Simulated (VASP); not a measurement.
Energy against volume of BaHfO₃ (cubic perovskite). Calculation: vdW-DF-cx, VASP's PBE PAW potentials (set 64) (plane waves; VASP). Numerical set-up: 520 eV cut-off, 5×5×5 Γ-centred mesh, Gaussian smearing of 0.050 eV, potentials Ba_sv Hf_pv O.

| V (Å³/atom) | E (eV/atom) |
|---|---|
| 13.571 | -6.99662 |
| 14.004 | -7.02096 |
| 14.437 | -7.02883 |
| 14.870 | -7.02267 |

Problem. Fit these four points and predict the energy of the run at 15.303 Å³/atom.

Solution. A cubic in V^(−2/3), the third-order Birch-Murnaghan form, passes through the four points with V0 = 14.45 Å³/atom and B0 = 172 GPa, and gives -7.0045 eV/atom there. The run gave -7.0047 eV/atom, -0.2 meV/atom from the fit; all five points give B0 = 171 GPa.

The compound is BaHfO3 in the cubic perovskite structure. It was relaxed first.
